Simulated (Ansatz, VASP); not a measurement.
# Ca3Si2 in VASP and in Ansatz

```
Ca Si
1.0
     3.63966    2.10136    6.42054
    -3.63966    2.10136    6.42054
     0.00000   -4.20272    6.42054
Ca Si
6 4
Direct
  0.13459 0.36541 0.75000
  0.75000 0.13459 0.36541
  0.36541 0.75000 0.13459
  0.86541 0.63459 0.25000
  0.25000 0.86541 0.63459
  0.63459 0.25000 0.86541
  0.81081 0.81081 0.81081
  0.68919 0.68919 0.68919
  0.18919 0.18919 0.18919
  0.31081 0.31081 0.31081
```

Alike in both runs: functional PBE; k mesh 3 × 3 × 3; occupations gaussian, width 0.1 eV; no spin polarisation.

Ansatz relaxed the structure, and its values are those at the end. VASP's run is a single point on that final structure, the one shown.

|  | VASP | Ansatz |
| --- | --- | --- |
| version | VASP 6.6.1 | Ansatz 0.2.0 |
| potentials or method | VASP PAW PBE potentials, release 64 (Ca_sv, Si) | scalar-relativistic, plane waves, PAW |
| plane-wave cutoff (eV) | 520 | 420 |
| valence electrons in the cell | 76 | 76 |

Ansatz gave:

```
gap on the k mesh at the Fermi level (eV) : none
pressure (GPa)                            : 0.1
rms of the force components (eV/Å)        : 0.001
```

**Question.** Which values does VASP return?

**Answer.** gap on the k mesh at the Fermi level (eV): none; pressure (GPa): 0.1; rms of the force components (eV/Å): 0.006.

A gap of «none» marks a metal or a gap that the smearing closes. The functional is the same, so the differences come from potentials, cutoffs and numerics.
